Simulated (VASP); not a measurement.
Output of a VASP run:

**OUTCAR**
```
 ion  position               nearest neighbor table
   1  0.750  0.750  0.750-   2 2.26   2 2.26   2 2.26   2 2.26
   2  0.500  0.500  0.500-   1 2.26   1 2.26   1 2.26   1 2.26
  LATTYP: Found a face centered cubic cell.
 ALAT       =     5.2098000000
 Subroutine PRICEL returns:
 Original cell was already a primitive cell.
 Subroutine GETGRP returns: Found 48 space group operations
The static configuration has the point symmetry T_d .
 The point group associated with its full space group is O_h .
The dynamic configuration has the point symmetry T_d .
 Subroutine INISYM returns: Found 48 space group operations
 Subroutine IBZKPT returns following result:
 Found     56 irreducible k-points:

 Following reciprocal coordinates:
            Coordinates               Weight
  0.000000  0.000000  0.000000      1.000000
  0.090909  0.000000  0.000000      8.000000
  0.181818  0.000000  0.000000      8.000000
  0.272727  0.000000  0.000000      8.000000
  0.363636  0.000000  0.000000      8.000000
  0.454545  0.000000  0.000000      8.000000
  0.090909  0.090909  0.000000      6.000000
  0.181818  0.090909  0.000000     24.000000
  0.272727  0.090909  0.000000     24.000000
  0.363636  0.090909  0.000000     24.000000
  0.454545  0.090909  0.000000     24.000000
 -0.454545  0.090909  0.000000     24.000000
 -0.363636  0.090909  0.000000     24.000000
 -0.272727  0.090909  0.000000     24.000000
 -0.181818  0.090909  0.000000     24.000000
 -0.090909  0.090909  0.000000     12.000000
  0.181818  0.181818  0.000000      6.000000
  0.272727  0.181818  0.000000     24.000000
  0.363636  0.181818  0.000000     24.000000
  0.454545  0.181818  0.000000     24.000000
 -0.454545  0.181818  0.000000     24.000000
 -0.363636  0.181818  0.000000     24.000000
 -0.272727  0.181818  0.000000     24.000000
 -0.181818  0.181818  0.000000     12.000000
  0.272727  0.272727  0.000000      6.000000
  0.363636  0.272727  0.000000     24.000000
  0.454545  0.272727  0.000000     24.000000
 -0.454545  0.272727  0.000000     24.000000
 -0.363636  0.272727  0.000000     24.000000
 -0.272727  0.272727  0.000000     12.000000
  0.363636  0.363636  0.000000      6.000000
  0.454545  0.363636  0.000000     24.000000
 -0.454545  0.363636  0.000000     24.000000
 -0.363636  0.363636  0.000000     12.000000
  0.454545  0.454545  0.000000      6.000000
 -0.454545  0.454545  0.000000     12.000000
  0.272727  0.181818  0.090909     24.000000
  0.363636  0.181818  0.090909     48.000000
  0.454545  0.181818  0.090909     48.000000
 -0.454545  0.181818  0.090909     48.000000
   k-points           NKPTS =     56   k-points in BZ     NKDIM =     56   number of bands    NBANDS=     19
   number of dos      NEDOS =    301   number of ions     NIONS =      2
   total plane-waves  NPLWV =  13824
   dimension x,y,z NGX =    24 NGY =   24 NGZ =   24
   dimension x,y,z NGXF=    48 NGYF=   48 NGZF=   48
   ions per type =               2
   PREC   = accura    normal or accurate (medium, high low for compatibility)
   ISTART =      0    job   : 0-new  1-cont  2-samecut
   ICHARG =      2    charge: 1-file 2-atom 10-const
   ISPIN  =      1    spin polarized calculation?
   LNONCOLLINEAR =      F non collinear calculations
   LSORBIT =      F    spin-orbit coupling
   INIWAV =      1    electr: 0-lowe 1-rand  2-diag
   ENCUT  =  400.0 eV  29.40 Ry    5.42 a.u.   6.01  6.01  6.01*2*pi/ulx,y,z
   NELM   =    100;   NELMIN=  2; NELMDL= -5     # of ELM steps
   EDIFF  = 0.1E-05   stopping-criterion for ELM
   LREAL  =      F    real-space projection
   NLSPLINE    = F    spline interpolate recip. space projectors
   LMAXMIX     =    4 max onsite mixed and CHGCAR
   VOSKOWN=      0    Vosko Wilk Nusair interpolation
   EDIFFG = -.1E-01   stopping-criterion for IOM
   NSW    =     60    number of steps for IOM
   NBLOCK =      1;   KBLOCK =     60    inner block; outer block
...
```

### OSZICAR
```
...
DAV:   6    -0.126769200735E+02   -0.19195E-02   -0.19289E-02  2218   0.997E-01    0.949E-01
DAV:   7    -0.126745797131E+02    0.23404E-02   -0.12939E-02  2221   0.717E-01    0.303E-01
DAV:   8    -0.126744047004E+02    0.17501E-03   -0.20467E-04  2203   0.954E-02    0.203E-01
DAV:   9    -0.126743096089E+02    0.95092E-04   -0.20980E-04  2178   0.701E-02    0.121E-02
DAV:  10    -0.126743107204E+02   -0.11116E-05   -0.24657E-06  1885   0.104E-02    0.455E-03
DAV:  11    -0.126743104484E+02    0.27201E-06   -0.27278E-07  1121   0.351E-03
   2 F= -.12674310E+02 E0= -.12674417E+02  d E =0.682221E+00
       N       E                     dE             d eps       ncg     rms          rms(c)
DAV:   1    -0.594024994322E+02   -0.46728E+02   -0.68282E+02  2134   0.279E+02    0.820E+01
DAV:   2    -0.137891260687E+02    0.45613E+02   -0.21470E+02  2134   0.142E+02    0.237E+01
DAV:   3    -0.137578333558E+02    0.31293E-01   -0.29555E+00  2264   0.162E+01    0.156E+01
DAV:   4    -0.136578711592E+02    0.99962E-01   -0.86355E-01  2221   0.524E+00    0.131E+00
DAV:   5    -0.136628120957E+02   -0.49409E-02   -0.80602E-03  2281   0.602E-01    0.469E-01
DAV:   6    -0.136621230593E+02    0.68904E-03   -0.15752E-03  2219   0.372E-01    0.139E-01
DAV:   7    -0.136621002586E+02    0.22801E-04   -0.14392E-04  2221   0.103E-01    0.135E-02
DAV:   8    -0.136620995657E+02    0.69287E-06   -0.29396E-06  2126   0.135E-02
   3 F= -.13662100E+02 E0= -.13661421E+02  d E =-.305569E+00
       N       E                     dE             d eps       ncg     rms          rms(c)
DAV:   1    -0.137164829047E+02   -0.54383E-01   -0.77491E-01  2143   0.106E+01    0.160E+00
DAV:   2    -0.136641428325E+02    0.52340E-01   -0.23219E-01  2146   0.480E+00    0.305E-01
DAV:   3    -0.136638815434E+02    0.26129E-03   -0.24417E-03  2143   0.458E-01    0.163E-01
DAV:   4    -0.136639969190E+02   -0.11538E-03   -0.87847E-04  2197   0.185E-01    0.139E-02
DAV:   5    -0.136639940028E+02    0.29162E-05   -0.26873E-05  2297   0.505E-02    0.104E-02
DAV:   6    -0.136639939087E+02    0.94114E-07   -0.32193E-06  2148   0.184E-02
   4 F= -.13663994E+02 E0= -.13663257E+02  d E =-.307463E+00
       N       E                     dE             d eps       ncg     rms          rms(c)
DAV:   1    -0.136682589476E+02   -0.42649E-02   -0.62534E-02  2140   0.301E+00    0.452E-01
DAV:   2    -0.136640518697E+02    0.42071E-02   -0.18724E-02  2146   0.136E+00    0.907E-02
DAV:   3    -0.136640342201E+02    0.17650E-04   -0.19908E-04  2149   0.131E-01    0.488E-02
DAV:   4    -0.136640498828E+02   -0.15663E-04   -0.70854E-05  2203   0.524E-02    0.385E-03
DAV:   5    -0.136640492150E+02    0.66778E-06   -0.22779E-06  1757   0.149E-02
   5 F= -.13664049E+02 E0= -.13663298E+02  d E =-.307518E+00
       N       E                     dE             d eps       ncg     rms          rms(c)
DAV:   1    -0.136640494500E+02    0.43276E-06   -0.54318E-07  1091   0.886E-03    0.190E-03
DAV:   2    -0.136640494231E+02    0.26949E-07   -0.36057E-07  1091   0.609E-03
   6 F= -.13664049E+02 E0= -.13663298E+02  d E =-.208064E-06
       N       E                     dE             d eps       ncg     rms          rms(c)
DAV:   1    -0.136640504211E+02   -0.97106E-06   -0.71943E-06  2140   0.326E-02    0.469E-03
DAV:   2    -0.136640500621E+02    0.35903E-06   -0.19569E-06  1296   0.142E-02
   7 F= -.13664050E+02 E0= -.13663299E+02  d E =-.847045E-06
```

File OUTCAR:
```
------------------------ aborting loop because EDIFF is reached ----------------------------------------
  FORCE on cell =-STRESS in cart. coord.  units (eV):
  Direction    XX          YY          ZZ          XY          YZ          ZX
  --------------------------------------------------------------------------------------
  Total        0.0192585      0.0192585      0.0192585     -0.0000000     -0.0000000      0.0000000
  in kB        0.7762420      0.7762420      0.7762420     -0.0000000     -0.0000000      0.0000000
  external PRESSURE =       0.7762420 kB  Pullay stress =       0.0000000 kB
  volume of cell :       39.75
      direct lattice vectors                 reciprocal lattice vectors
    -0.000000000  2.708747241  2.708747241    -0.184587175  0.184587175  0.184587175
     2.708747241  0.000000000  2.708747241     0.184587175 -0.184587175  0.184587175
     2.708747241  2.708747241  0.000000000     0.184587175  0.184587175 -0.184587175
 POSITION                                       TOTAL-FORCE (eV/Angst)
 -----------------------------------------------------------------------------------
      4.06312      4.06312      4.06312        -0.000000     -0.000000     -0.000000
      2.70875      2.70875      2.70875         0.000000      0.000000      0.000000
 -----------------------------------------------------------------------------------
    total drift:                               -0.000000      0.000000      0.000000
  FREE ENERGIE OF THE ION-ELECTRON SYSTEM (eV)
  ---------------------------------------------------
  free  energy   TOTEN  =       -13.6640500621 eV

  energy  without entropy=      -13.6617955881  energy(sigma->0) =      -13.66329857

 reached required accuracy - stopping structural energy minimisation
```
(Selected blocks of OUTCAR.)

POSCAR:
```
Rh
1
    0.0000000000     2.6049000000     2.6049000000
    2.6049000000     0.0000000000     2.6049000000
    2.6049000000     2.6049000000     0.0000000000
Rh
2
Direct
  0.7500000000   0.7500000000   0.7500000000
  0.5000000000   0.5000000000   0.5000000000
```

Q: Write an INCAR and KPOINTS that could have produced this output.

A: This is not unique; one that fits is the input of the run itself, PBEsol GGA, plane waves, VASP's PBE PAW potentials (set 64).

INCAR:
```
# general
SYSTEM  = Rh
PREC    = Accurate
ENCUT   = 400
LREAL   = F
LASPH   = T

# electronic loop
EDIFF   = 1E-6
NELM    = 100
ALGO    = Normal
LMAXMIX = 4

# smearing
ISMEAR  = 1
SIGMA   = 0.1

# functional
GGA     = PS

# ions
IBRION  = 2
NSW     = 60
ISIF    = 3
EDIFFG  = -0.01

# output
LWAVE   = F
LCHARG  = F
```

### KPOINTS
```
Automatic mesh
0
Gamma
11 11 11
0 0 0
```

POTCAR, in this order: Rh_pv (PBE.64 set). Program: vasp_std.

Energy and stress use the plane-wave basis of the starting cell.

The structure was generated: Rh was put into the diamond type (Fd-3m), which need not be its known phase. This run relaxes it. Symmetry was kept, so distortions that lower it aren't found.
